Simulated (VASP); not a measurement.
Energy against volume of Mo (bcc). Level of theory: revTPSS meta-GGA, VASP's PBE PAW potentials (set 64) (plane waves; VASP). Run with 520 eV cut-off, 16×16×16 Γ-centred mesh, first-order Methfessel-Paxton smearing of 0.10 eV, potentials Mo_sv.

| V (Å³/atom) | E (eV/atom) |
|---|---|
| 14.610 | 1.11409 |
| 15.076 | 1.07398 |
| 15.543 | 1.06253 |
| 16.009 | 1.07550 |

Question: Fit these four points and predict the energy of the run at 16.475 Å³/atom.

Answer: A cubic in V^(−2/3), the third-order Birch-Murnaghan form, passes through the four points with V0 = 15.52 Å³/atom and B0 = 281 GPa, and gives 1.1092 eV/atom there. The run gave 1.1094 eV/atom, +0.2 meV/atom from the fit; all five points give B0 = 282 GPa.

The compound is Mo in the bcc structure. It was relaxed first.
